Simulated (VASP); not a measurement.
All values below come from rev-vdW-DF2, VASP's PBE PAW potentials (set 64) (plane waves; VASP).

VASP input:

**INCAR**
```
SYSTEM = TiO2
PREC = Accurate
ENCUT = 520
EDIFF = 1E-7
NELM = 100
ALGO = Normal
LREAL = .FALSE.
LASPH = .TRUE.
ISMEAR = 0
SIGMA = 0.05
GGA = MK
PARAM1 = 0.1234568
PARAM2 = 0.7114
ZAB_VDW = -1.8867
LUSE_VDW = .TRUE.
AGGAC = 0.0
LMAXMIX = 4
LWAVE = .FALSE.
LCHARG = .FALSE.
ISIF = 4
IBRION = 2
NSW = 30
EDIFFG = -0.01
```

### POSCAR
```
TiO2
1
    4.6607150915     0.0000000000     0.0000000000
    0.0000000000     4.6607150915     0.0000000000
    0.0000000000     0.0000000000     2.9899137784
Ti O
2 4
Direct
  0.0000000000   0.0000000000   0.0000000000
  0.5000000000   0.5000000000   0.5000000000
  0.3042272085   0.3042272085   1.0000000000
  0.8042272085   0.1957727915   0.5000000000
  0.1957727915   0.8042272085   0.5000000000
  0.6957727915   0.6957727915   0.0000000000
```

**KPOINTS**
```
Automatic
0
Gamma
5 5 8
0 0 0
```

POTCAR, in this order: Ti_sv O (PBE.64 set). Program: vasp_std.

Output of the run:

File OSZICAR:
```
       N       E                     dE             d eps       ncg     rms          rms(c)
DAV:   1     0.692917024402E+03    0.69292E+03   -0.25017E+04  1680   0.201E+03
DAV:   2     0.611443617333E+02   -0.63177E+03   -0.61077E+03  1828   0.584E+02
DAV:   3    -0.562423255089E+02   -0.11739E+03   -0.11473E+03  2608   0.217E+02
DAV:   4    -0.613543466763E+02   -0.51120E+01   -0.51069E+01  2272   0.490E+01
DAV:   5    -0.615727939212E+02   -0.21845E+00   -0.21839E+00  2364   0.807E+00    0.311E+01
DAV:   6    -0.445228368937E+02    0.17050E+02   -0.12592E+02  2048   0.103E+02    0.127E+01
DAV:   7    -0.439349782799E+02    0.58786E+00   -0.21124E+01  2088   0.356E+01    0.765E+00
DAV:   8    -0.439193194765E+02    0.15659E-01   -0.61231E+00  2084   0.216E+01    0.486E+00
DAV:   9    -0.436595095556E+02    0.25981E+00   -0.23038E+00  2164   0.127E+01    0.116E+00
DAV:  10    -0.436692832233E+02   -0.97737E-02   -0.10890E-01  2088   0.265E+00    0.181E-01
DAV:  11    -0.436695729289E+02   -0.28971E-03   -0.51400E-03  2396   0.519E-01    0.120E-01
DAV:  12    -0.436694569792E+02    0.11595E-03   -0.71040E-04  2188   0.195E-01    0.480E-02
DAV:  13    -0.436694279235E+02    0.29056E-04   -0.19234E-04  2336   0.858E-02    0.732E-03
DAV:  14    -0.436694281749E+02   -0.25136E-06   -0.10780E-05  2100   0.268E-02    0.567E-03
DAV:  15    -0.436694281308E+02    0.44018E-07   -0.40797E-06  2228   0.156E-02    0.210E-03
DAV:  16    -0.436694281058E+02    0.25024E-07   -0.68189E-07  1968   0.720E-03
   1 F= -.43669428E+02 E0= -.43669428E+02  d E =-.436694E+02
       N       E                     dE             d eps       ncg     rms          rms(c)
DAV:   1    -0.436774959400E+02   -0.80678E-02   -0.15685E+00  1684   0.102E+01    0.593E-01
DAV:   2    -0.436759280613E+02    0.15679E-02   -0.47520E-02  1852   0.180E+00    0.378E-01
DAV:   3    -0.436736173947E+02    0.23107E-02   -0.66381E-03  2160   0.695E-01    0.160E-01
DAV:   4    -0.436731895077E+02    0.42789E-03   -0.23714E-03  2172   0.422E-01    0.364E-02
DAV:   5    -0.436731844508E+02    0.50569E-05   -0.22893E-04  1924   0.138E-01    0.188E-02
DAV:   6    -0.436731818774E+02    0.25734E-05   -0.23730E-05  2548   0.373E-02    0.741E-03
DAV:   7    -0.436731817494E+02    0.12795E-06   -0.66300E-06  2172   0.198E-02    0.286E-03
DAV:   8    -0.436731817490E+02    0.43565E-09   -0.10190E-06  1832   0.765E-03    0.114E-03
DAV:   9    -0.436731817357E+02    0.13248E-07   -0.56755E-08  1140   0.257E-03
   2 F= -.43673182E+02 E0= -.43673182E+02  d E =-.375363E-02
       N       E                     dE             d eps       ncg     rms          rms(c)
DAV:   1    -0.436734705802E+02   -0.28883E-03   -0.64411E-02  1680   0.206E+00    0.120E-01
DAV:   2    -0.436734041336E+02    0.66447E-04   -0.19283E-03  1864   0.366E-01    0.765E-02
DAV:   3    -0.436733075015E+02    0.96632E-04   -0.25976E-04  2128   0.140E-01    0.303E-02
DAV:   4    -0.436732930947E+02    0.14407E-04   -0.91414E-05  2164   0.816E-02    0.775E-03
DAV:   5    -0.436732927248E+02    0.36995E-06   -0.92099E-06  1948   0.280E-02    0.379E-03
DAV:   6    -0.436732926492E+02    0.75541E-07   -0.84828E-07  1976   0.720E-03
   3 F= -.43673293E+02 E0= -.43673293E+02  d E =-.386454E-02
```

### OUTCAR
```
------------------------ aborting loop because EDIFF is reached ----------------------------------------
  FORCE on cell =-STRESS in cart. coord.  units (eV):
  Direction    XX          YY          ZZ          XY          YZ          ZX
  --------------------------------------------------------------------------------------
  Total       -2.3523657     -2.3523657     -2.3786157     -0.0000000      0.0000000      0.0000000
  in kB      -58.0298775    -58.0298775    -58.6774311     -0.0000000      0.0000000      0.0000000
  external PRESSURE =     -58.2457287 kB  Pullay stress =       0.0000000 kB
  volume of cell :       64.95
      direct lattice vectors                 reciprocal lattice vectors
     4.671113576  0.000000000  0.000000000     0.214081714  0.000000000  0.000000000
     0.000000000  4.671113576  0.000000000     0.000000000  0.214081714  0.000000000
     0.000000000  0.000000000  2.976616750     0.000000000  0.000000000  0.335951882
 POSITION                                       TOTAL-FORCE (eV/Angst)
 -----------------------------------------------------------------------------------
      0.00000      0.00000      0.00000         0.000000      0.000000      0.000000
      2.33556      2.33556      1.48831         0.000000      0.000000      0.000000
      1.42686      1.42686      0.00000        -0.002517     -0.002517     -0.000000
      3.76242      0.90869      1.48831        -0.002517      0.002517      0.000000
      0.90869      3.76242      1.48831         0.002517     -0.002517     -0.000000
      3.24425      3.24425      0.00000         0.002517      0.002517      0.000000
 -----------------------------------------------------------------------------------
    total drift:                               -0.000000      0.000000      0.000000
  FREE ENERGIE OF THE ION-ELECTRON SYSTEM (eV)
  ---------------------------------------------------
  free  energy   TOTEN  =       -43.6732926492 eV

  energy  without entropy=      -43.6732926492  energy(sigma->0) =      -43.67329265

 reached required accuracy - stopping structural energy minimisation
```
(Selected blocks of OUTCAR.)

**CONTCAR**
```
TiO2
   1.00000000000000
     4.6711135758788744    0.0000000000000000    0.0000000000000000
     0.0000000000000000    4.6711135758788744    0.0000000000000000
     0.0000000000000000    0.0000000000000000    2.9766167495612232
  Ti              O
     2     4
Direct
     0.0000000000000000    0.0000000000000000    0.0000000000000000
     0.5000000000000000    0.5000000000000000    0.5000000000000000
     0.3054651367322386    0.3054651367322386    0.0000000000000000
     0.8054651367322385    0.1945348632677615    0.5000000000000000
     0.1945348632677615    0.8054651367322385    0.5000000000000000
     0.6945348632677615    0.6945348632677615    0.0000000000000000
```

The compound is TiO2 in the rutile structure. This cell is one point of a volume scan, at 1.03 of the reference volume. Symmetry was kept, so distortions that lower it aren't found.
